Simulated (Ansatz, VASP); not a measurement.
# Mo (free-standing square Mo monolayer, spacing 3.288 A) in two plane-wave programs

Wanted: the spread between two codes on one cell, functional and k mesh. The cell is taken from a series of runs on this material, whose earlier steps may have relaxed, scaled, displaced or heated it; both programs get it as it stands.

Method: plane waves, with VASP 6.6.1 beside it; PBEsol, in Ansatz 0.2.0.

## (1) Starting point

The cell holds 1 atom: 1 Mo. Its edges and angles: a = 3.288 Å, b = 3.288 Å, c = 14.000 Å, α = 90.0°, β = 90.0°, γ = 90.0°. As first built, before any earlier steps moved the atoms or strained the cell (in the runner's words): model lattice. Vacuum lies along c.

## (2) Ansatz: single point, PBEsol

Ansatz runs on its default PAW (the set named soft_2) files.

A single point takes one fixed geometry, so differences don't come from the geometry; what else differs is listed under the comparison.

Input file input.yaml:

```yaml
crystal:
  lattice:
    - [3.288, 0.0, 0.0]
    - [0.0, 3.288, 0.0]
    - [0.0, 0.0, 14.0]
  atoms:
    - { symbol: Mo, position: [0.0, 0.0, 0.5], spin: 1.0 }
magnetization:
  spin_polarized: true
kpoints:
  mp_grid: { grid: [9, 9, 1] }
hamiltonian:
  xc: pbesol
scf:
  occupations: { method: fermi_dirac, width: 0.1 }
  max_iter: 120
  convergence: { dr2_threshold: 1.0e-08 }
basis:
  ecutwfc: 420.0
output:
  stress: true
```

Started as:

```
ansatz run input.yaml --threads 1 --pin off --max-ram 2048MiB --backend cpu --events-out ev --progress --plain --runs-dir out
```

Numbers of over 12 decimals in the logs are rounded to 6 here.

What it wrote:

```text
Warning: output.stress: scf.convergence.dr2_threshold = 1e-8 eV is looser than the 1e-10 eV advised for a printed stress (1e-10 eV for each atom of the cell: 1). What an SCF threshold leaves in a stress goes as its square root, and in the free energy as the threshold itself, and one threshold admits the most on a small cell: [figures from the program's tests cut] Set scf.convergence.dr2_threshold to 1e-10 eV or tighter. The threshold is an SCF's pass mark: one that does not reach it within its budget of iterations ends unconverged, or closes short of it on a stop that the run arms, and scf.convergence.dr2_threshold's page says what that costs each kind of run
Engine: ansatz 0.2.0, aarch64-unknown-linux-gnu
Pseudopotentials: kind: paw
Pseudopotential: Mo, paw, valence charge 14, recommended cutoff 420 eV (normal), Mo.paw.azcp
Functional definition: PBEsol
  exchange = pbesol_x
  correlation = pbesol_c
Crystal: 1 atoms, lattice volume = 151.353 Å³
Basis set: ecut = 420 eV, 2991 PW (Γ)
Bands: 12, of which v1, the nominal top of the filled ones, is band 7 counted from 1 (6 counted from 0)
Symmetry: 16 space group operations
Space group: P4/mmm (ITA 123), of the structure as read, at distance tolerance 5.3e-5 Å
Magnetic group: BNS 123.339 (UNI 999), of the structure as read, at distance tolerance 5.3e-5 Å
k-points: 15 of 81
Non-local potential: Mo, projectors of the file, l = 0: 3, l = 1: 2, l = 2: 2, l = 3: 1
PAW form: soft (Blöchl's): semilocal exchange-correlation on the pseudo side does not see the compensation charge
PAW frozen core: Mo, regenerated for the run's functional, and the local potential with it (the file was generated under x = pbe(κ = 0.804, μ = 0.219515), c = pbe(β = 0.066725))
PAW one-centre angular grid: Mo, 590 points (default); XC on 64 Gauss nodes
Initial density: superposition of atomic densities (neutral atoms: chi_scale 0, normalization atom)
Starting moments: Σ|m| = 1 μB on 1 of 1 site
Initial wavefunctions: pseudopotential atomic-orbital guess
Functional: x = pbesol(κ = 0.804, μ = 0.123457), c = pbesol(β = 0.046)
SCF iter   1: F=—  HF=-4891.406433 eV  |F-HF|=—  |Δ(HF+E_count)|=         —  Δρ=2.18e-2 (↑9.18e-3 ↓2.18e-2)  dr2=1.07e0  dr2_m=2.29e-1  M=2.001 μB ∫|m|=2.001 μB  β_m=0.30  ethr=3.10e-3  ⟨swp⟩=5.1  Hψ=1998  notcnv=0
Mixer restart at iter 1: flushing history
preconditioner: auto → LDOS  [metal: Δε(μ)=0.012 eV  Ē_g=3.447 eV  σ=0.100 eV  W_gap=0.03  n_scr=8 (ndim 8)  ℏωp=7.4 eV  f_vac=0.647  D(μ)=4.66/eV (n_scr^D=38)]
spin=Collinear: LDOS preconditioning applied to the charge; magnetization (m = ρ↑ − ρ↓) channel mixes plain (no charge-response kernel on spin).
SCF iter   2: F=—  HF=-4891.600329 eV  |F-HF|=—  |Δ(HF+E_count)|=   1.94e-1  Δρ=2.45e-2 (↑1.70e-2 ↓2.45e-2)  dr2=3.36e-1  dr2_m=5.68e-1  M=2.914 μB ∫|m|=2.914 μB  β_m=0.65  ethr=3.10e-3  ⟨swp⟩=2.4  Hψ=735  notcnv=0
SCF iter   3: F=—  HF=-4891.753757 eV  |F-HF|=—  |Δ(HF+E_count)|=   1.53e-1  Δρ=1.64e-2 (↑1.64e-2 ↓1.58e-2)  dr2=3.60e-2  dr2_m=3.50e-1  M=3.562 μB ∫|m|=3.562 μB  β_m=0.82  ethr=2.40e-3  ⟨swp⟩=2.5  Hψ=640  notcnv=0
SCF iter   4: F=—  HF=-4891.740267 eV  |F-HF|=—  |Δ(HF+E_count)|=   1.35e-2  Δρ=6.74e-3 (↑6.74e-3 ↓6.06e-3)  dr2=1.01e-2  dr2_m=5.30e-2  M=3.703 μB ∫|m|=3.704 μB  β_m=0.76  ethr=2.57e-4  ⟨swp⟩=2.5  Hψ=826  notcnv=0
SCF iter   5: F=—  HF=-4891.741245 eV  |F-HF|=—  |Δ(HF+E_count)|=   9.78e-4  Δρ=3.95e-3 (↑3.95e-3 ↓3.41e-3)  dr2=4.12e-3  dr2_m=1.74e-2  M=3.750 μB ∫|m|=3.751 μB  β_m=0.88  ethr=7.21e-5  ⟨swp⟩=2.3  Hψ=549  notcnv=0
SCF iter   6: F=—  HF=-4891.742506 eV  |F-HF|=—  |Δ(HF+E_count)|=   1.26e-3  Δρ=2.10e-3 (↑2.10e-3 ↓1.84e-3)  dr2=1.10e-3  dr2_m=5.08e-3  M=3.796 μB ∫|m|=3.796 μB  β_m=0.94  ethr=2.95e-5  ⟨swp⟩=2.2  Hψ=612  notcnv=0
SCF iter   7: F=—  HF=-4891.742443 eV  |F-HF|=—  |Δ(HF+E_count)|=   6.26e-5  Δρ=4.41e-4 (↑4.41e-4 ↓3.27e-4)  dr2=6.19e-5  dr2_m=1.89e-4  M=3.850 μB ∫|m|=3.851 μB  β_m=0.97  ethr=7.85e-6  ⟨swp⟩=2.5  Hψ=587  notcnv=0
SCF iter   8: F=—  HF=-4891.742428 eV  |F-HF|=—  |Δ(HF+E_count)|=   1.51e-5  Δρ=5.99e-5 (↑5.99e-5 ↓4.06e-5)  dr2=1.26e-6  dr2_m=2.69e-6  M=3.864 μB ∫|m|=3.865 μB  β_m=0.98  ethr=4.42e-7  ⟨swp⟩=2.5  Hψ=597  notcnv=0
SCF iter   9: F=—  HF=-4891.742430 eV  |F-HF|=—  |Δ(HF+E_count)|=   2.13e-6  Δρ=3.12e-5 (↑3.12e-5 ↓2.31e-5)  dr2=2.67e-7  dr2_m=8.51e-7  M=3.864 μB ∫|m|=3.864 μB  β_m=0.99  ethr=9.02e-9  ⟨swp⟩=2.8  Hψ=603  notcnv=0
SCF iter  10: F=—  HF=-4891.742430 eV  |F-HF|=—  |Δ(HF+E_count)|=   1.17e-7  Δρ=4.74e-6 (↑3.26e-6 ↓4.74e-6)  dr2=9.41e-9  dr2_m=1.92e-8  M=3.865 μB ∫|m|=3.865 μB  β_m=1.00  ethr=1.91e-9  ⟨swp⟩=2.1  Hψ=553  notcnv=0
SCF iter  11: F=—  HF=-4891.742430 eV  |F-HF|=—  |Δ(HF+E_count)|=   1.59e-8  Δρ=7.33e-7 (↑7.33e-7 ↓6.36e-7)  dr2=7.23e-10  dr2_m=4.06e-10  M=3.865 μB ∫|m|=3.865 μB  β_m=1.00  ethr=6.72e-11  ⟨swp⟩=2.0  Hψ=575  notcnv=0
SCF iter  12: F=-4891.742430 eV  HF=-4891.742430 eV  |F-HF|=1.07e-9  |Δ(HF+E_count)|=   3.47e-9  Δρ=1.33e-7 (↑1.12e-7 ↓1.33e-7)  dr2=3.29e-11  dr2_m=1.44e-11  M=3.865 μB ∫|m|=3.865 μB  ethr=5.17e-12  ⟨swp⟩=1.9  Hψ=1194  notcnv=0
SCF 1 converged in 12 iterations: F = -4891.742430 eV  dr2 = 3.29e-11
  greatest PAW one-centre occupation: 0.999 electrons in one spin orbital (limit 2), on the Mo atom at site 0 (counted from 0), in its partial waves of l = 0
SCF converged after 12 iterations
Magnetization: 3.8648 μB (8.9324 up, 5.0676 down)
Absolute magnetization: 3.8654 μB (∫|ρ↑−ρ↓|, with the PAW one-centre terms)
Spin contamination: 0.0066 ħ² per cell (⟨S²⟩ above its minimum at these occupations)
Per-site moments (μB) at R_I (Å): [(3.172810, 1.3563)]
Free energy (F): -4891.742430 eV
Harris-Foulkes:  -4891.742430 eV  (|F-HF|=1.07e-9)
Internal energy: -4891.664585 eV  (E = F + TS)
E sigma→0 (E₀):  -4891.703507 eV
Entropy (-TS):   -0.077846 eV (-77.846 meV/atom)
Fermi energy:    -1.553062 eV
--- Per-component energies (eV) ---
  E_band       = -356.715255
  E_kinetic    = 434.609690
  E_local      = -4215.559297  (includes V_loc(G=0)·N_el)
  E_nonlocal   = 150.440022
  E_hartree    = 1820.682733
  E_xc         = -176.073761
  E_vxc        = -220.048794  (∫ρ·V_xc dr)
  E_paw        = -3145.719230  (= ΣΔE_a)
  E_vpaw       = -147.522327  (= ΣTr[D̂ρ^β])
  E_aug_tail   = 0.000040  (compensation charges beyond the density's cutoff)
  E_ewald      = 239.745918
  E_core_change = 0.209299  (= ΣΔE_core)
  E_smearing   = -0.077846  (= −TS)
  E_closure    = -0.000000  (closes the sum)
  Σ components = -4891.742430   (vs F -4891.742430, Δ=0.00e0)
--- Stress (GPa, compression-positive) ---
       -4.035124       0.000000      -0.000000
        0.000000      -4.035124      -0.000000
       -0.000000      -0.000000      -0.000134
  P = ⅓ Tr σ = -2.6901 GPa (-26.901 kbar)
```

In the SCF lines HF is the Harris–Foulkes energy and dr2 the Hartree energy of the density residual, in eV; the loop may stop once dr2 is under the threshold and the program's other checks hold. Hψ counts applications of the Hamiltonian.

## (3) VASP: single point, PBEsol

The same cell, functional, mesh and smearing now go to VASP, with its own data sets.

Lines of VASP's logs that name or quote its potential files are left out, and so is its time.

Input file INCAR:

```
SYSTEM = Mo
PREC = Accurate
ENCUT = 500
EDIFF = 1E-06
NELM = 200
ISMEAR = -1
SIGMA = 0.1
LREAL = .FALSE.
ALGO = Normal
GGA = PS
NBANDS = 15
ISPIN = 2
MAGMOM = 3.17
LASPH = .TRUE.
LMAXMIX = 4
LORBIT = 11
LWAVE = .FALSE.
LCHARG = .FALSE.
ISIF = 2
GGA_COMPAT = .FALSE.
```

Input file POSCAR:

```
Mo
1.0
    3.2880000000      0.0000000000      0.0000000000
    0.0000000000      3.2880000000      0.0000000000
    0.0000000000      0.0000000000     14.0000000000
Mo
1
Direct
    0.0000000000      0.0000000000      0.5000000000
```

Input file KPOINTS:

```
Automatic mesh
0
Gamma
9 9 1
0 0 0
```

Potentials, in the order of the species: Mo_sv (PBE family, release 64).

Started as:

```
mpirun -np 1 vasp_std
```

What it wrote:

```text
[banner, memory and clock lines left out]
running    1 mpi-ranks, on    1 nodes
 distrk:  each k-point on    1 cores,    1 groups
 distr:  one band on    1 cores,    1 groups

 POSCAR found type information on POSCAR Mo
 POSCAR found :  1 types and       1 ions
|                                                                             |
|               ----> ADVICE to this user running VASP <----                  |
|                                                                             |
|     You enforced a specific xc type in the INCAR file but a different       |
|     [... a line on the potential file left out ...]
|     I HOPE YOU KNOW WHAT YOU ARE DOING!                                     |
|                                                                             |

 LDA part: xc-table for (Slater+PW92), standard interpolation
 POSCAR, INCAR and KPOINTS ok, starting setup
 FFT: planning ... GRIDC
 FFT: planning ... GRID_SOFT
 FFT: planning ... GRID
 WAVECAR not read
 entering main loop
       N       E                     dE             d eps       ncg     rms          rms(c)
DAV:   1     0.419733702238E+02    0.41973E+02   -0.77108E+03  1284   0.643E+02
DAV:   2    -0.357108446030E+01   -0.45544E+02   -0.41875E+02  1166   0.151E+02
DAV:   3    -0.569672630947E+01   -0.21256E+01   -0.18204E+01  1077   0.215E+01
DAV:   4    -0.572250748264E+01   -0.25781E-01   -0.25692E-01  1054   0.252E+00
DAV:   5    -0.572283614397E+01   -0.32866E-03   -0.32863E-03  1089   0.294E-01    0.647E+00
DAV:   6    -0.587170905971E+01   -0.14887E+00   -0.15371E+00   970   0.768E+00    0.332E+00
DAV:   7    -0.597121791847E+01   -0.99509E-01   -0.11922E-01  1012   0.255E+00    0.117E+00
DAV:   8    -0.594826791045E+01    0.22950E-01   -0.16440E-02   963   0.830E-01    0.724E-01
DAV:   9    -0.594594951206E+01    0.23184E-02   -0.39947E-03  1075   0.444E-01    0.429E-01
DAV:  10    -0.598189876327E+01   -0.35949E-01   -0.44411E-03  1019   0.424E-01    0.242E-01
DAV:  11    -0.602684312551E+01   -0.44944E-01   -0.95901E-03   921   0.377E-01    0.179E-01
DAV:  12    -0.606413575529E+01   -0.37293E-01   -0.21222E-02   958   0.424E-01    0.981E-02
DAV:  13    -0.606981968130E+01   -0.56839E-02   -0.14972E-03   956   0.179E-01    0.580E-02
DAV:  14    -0.607172742047E+01   -0.19077E-02   -0.25605E-04   956   0.751E-02    0.317E-02
DAV:  15    -0.607191167964E+01   -0.18426E-03   -0.87552E-05   984   0.438E-02    0.165E-02
DAV:  16    -0.607193247712E+01   -0.20797E-04   -0.17076E-05  1021   0.237E-02    0.880E-03
DAV:  17    -0.607212853404E+01   -0.19606E-03   -0.88378E-06   970   0.144E-02    0.496E-03
DAV:  18    -0.607236242446E+01   -0.23389E-03   -0.13504E-05   942   0.112E-02    0.223E-03
DAV:  19    -0.607246005493E+01   -0.97630E-04   -0.45012E-06  1019   0.609E-03    0.139E-03
DAV:  20    -0.607249988781E+01   -0.39833E-04   -0.21705E-06   931   0.368E-03    0.648E-04
DAV:  21    -0.607251140586E+01   -0.11518E-04   -0.65312E-07   893   0.205E-03    0.314E-04
DAV:  22    -0.607251335570E+01   -0.19498E-05   -0.67367E-08   859   0.761E-04    0.138E-04
DAV:  23    -0.607251413078E+01   -0.77508E-06   -0.17878E-08   785   0.432E-04
   1 F= -.60725141E+01 E0= -.60335722E+01  d E =-.778840E-01  mag=     3.8611
```

From OUTCAR (step 3):

```text
ion  position               nearest neighbor table
   1  0.000  0.000  0.500-

  LATTYP: Found a simple tetragonal cell.
 ALAT       =     3.2880000000
 C/A-ratio  =     4.2579075426

 Subroutine GETGRP returns: Found 16 space group operations
 (whereof 16 operations were pure point group operations)

The static configuration has the point symmetry D_4h.

 Found     15 irreducible k-points:

   k-points           NKPTS =     15   k-points in BZ     NKDIM =     15   number of bands    NBANDS=     15

   dimension x,y,z NGX =    24 NGY =   24 NGZ =  108
   dimension x,y,z NGXF=    48 NGYF=   48 NGZF=  216

   ENCUT  =  500.0 eV  36.75 Ry    6.06 a.u.   5.99  5.99 25.53*2*pi/ulx,y,z

   NELECT =      14.0000    total number of electrons

 k-points in reciprocal lattice and weights: Automatic mesh
   0.00000000  0.00000000  0.00000000       0.012
   0.11111111  0.00000000  0.00000000       0.049
   0.22222222  0.00000000  0.00000000       0.049
   0.33333333  0.00000000  0.00000000       0.049
   0.44444444  0.00000000  0.00000000       0.049
   0.11111111  0.11111111  0.00000000       0.049
   0.22222222  0.11111111  0.00000000       0.099
   0.33333333  0.11111111  0.00000000       0.099
   0.44444444  0.11111111  0.00000000       0.099
[...]
0.44444444  0.33333333  0.00000000       0.099
   0.44444444  0.44444444  0.00000000       0.049

 average (electrostatic) potential at core
       1 -83.5331

 E-fermi :  -2.4358

 spin component 1
 k-point     1 :       0.0000    0.0000    0.0000
  band No.  band energies     occupation
    ...
      5      -6.0924      1.00000
      6      -4.6592      1.00000
      7      -3.7673      1.00000
      8      -2.5832      0.81356
      9      -2.5832      0.81356
     10      -1.7455      0.00100
     11      -1.5963      0.00023
     12       1.4693      0.00000
     13       2.5392      0.00000
     14       3.2057      0.00000
    ...

 k-point     2 :       0.1111    0.0000    0.0000
  band No.  band energies     occupation
    ...
      5      -5.8778      1.00000
      6      -4.5342      1.00000
      7      -3.7101      1.00000
      8      -2.9566      0.99456
      9      -2.5663      0.78659
     10      -1.8789      0.00380
     11      -1.1703      0.00000
     12       1.6319      0.00000
     13       2.7318      0.00000
     14       3.3576      0.00000
    ...

 k-point     3 :       0.2222    0.0000    0.0000
  band No.  band energies     occupation
    ...
      5      -5.3589      1.00000
      6      -4.0989      1.00000
      7      -3.5491      0.99999
      8      -3.5176      0.99998
      9      -2.5231      0.70535
     10      -2.1927      0.08077
     11      -0.4003      0.00000
     12       2.1198      0.00000
     13       3.2817      0.00000
     14       3.8144      0.00000
    ...

 k-point     4 :       0.3333    0.0000    0.0000
  band No.  band energies     occupation
    ...
      6      -3.9657      1.00000
      7      -3.4209      0.99995
      8      -3.0990      0.99868
      9      -2.5154      0.68903
     10      -2.4733      0.59257
     11       0.4981      0.00000
     12       2.7210      0.00000
     13       2.9371      0.00000
     14       4.0913      0.00000
     15       4.5799      0.00000

 k-point     5 :       0.4444    0.0000    0.0000
  band No.  band energies     occupation
    ...
      5      -4.6537      1.00000
      6      -4.2096      1.00000
      7      -3.2394      0.99968
      8      -2.7103      0.93962
      9      -2.4403      0.51122
     10      -1.9138      0.00538
     11       0.9703      0.00000
     12       1.3360      0.00000
     13       4.0831      0.00000
     14       4.2909      0.00000
    ...

 k-point     6 :       0.1111    0.1111    0.0000
  band No.  band energies     occupation
    ...
      5      -5.6531      1.00000
      6      -4.4180      1.00000
      7      -3.6559      0.99999
      8      -3.0564      0.99799
      9      -2.7442      0.95623
     10      -2.0194      0.01530
     11      -0.8197      0.00000
     12       1.7948      0.00000
     13       2.9252      0.00000
     14       3.5105      0.00000
    ...

  Total       -3.8173119     -3.8173119     -0.0054598      0.0000000      0.0000000     -0.0000000
  in kB      -40.4088583    -40.4088583     -0.0577961      0.0000000      0.0000000     -0.0000000
  external PRESSURE =     -26.9585042 kB  Pullay stress =       0.0000000 kB

  energy-cutoff  :      500.00
  volume of cell :      151.35
      direct lattice vectors                 reciprocal lattice vectors
     3.288000000  0.000000000  0.000000000     0.304136253  0.000000000  0.000000000
     0.000000000  3.288000000  0.000000000     0.000000000  0.304136253  0.000000000
     0.000000000  0.000000000 14.000000000     0.000000000  0.000000000  0.071428571

 POSITION                                       TOTAL-FORCE (eV/Angst)
 -----------------------------------------------------------------------------------
      0.00000      0.00000      7.00000         0.000000      0.000000      0.000000
 -----------------------------------------------------------------------------------
    total drift:                                0.000000      0.000000      0.000000

  FREE ENERGIE OF THE ION-ELECTRON SYSTEM (eV)
  ---------------------------------------------------
  free  energy   TOTEN  =        -6.0725141308 eV

  energy  without entropy=       -5.9946301773  energy(sigma->0) =       -6.03357215

 total charge
# of ion       s       p       d       tot
------------------------------------------
    1        2.284   5.984   3.759  12.028

 magnetization (x)
# of ion       s       p       d       tot
------------------------------------------
    1        0.063   0.027   2.935   3.025

[... 6 further parts left out ...]
```

## (4) Differences

Known differences besides the potentials themselves: VASP starts from the moments at which Ansatz ended; the cutoff is 420 eV in Ansatz and 500 eV in VASP; Ansatz makes its cores anew for this functional, VASP keeps those of its PBE data sets; site moments are counted in spheres of each program's own size. Total energies have different zeros and are not compared.

The two programs side by side:

```csv
quantity,Ansatz,VASP,difference
pressure (GPa),-2.69,-2.70,+0.01
total moment (μB),3.86,3.86,0.00
moment on Mo1 (μB),3.17,3.02,+0.15
```

Where the cell holds vacuum, a pressure given here is an average over it and none of the material.

## (5) What came out

```yaml
difference_in_total_moment_single_point_pbesol: 0.0037 μB
```

In words: The difference in total moment is 0.0037 μB (single point, PBEsol). How closely two codes agree says nothing of how well the functional describes the real material.

[Lines on the potential files, build, host, timing and source positions are cut from VASP's logs without a mark.]

[Logs are printed without paths, hosts, clocks, repeated set-up lines and the standing remarks that a program may print on its own settings, such as how far it seeks lower states.]

[Hosts, paths, dates, database ids (printed as entryN), source tags and the programs' standing remarks are cut or masked in the printed files.]
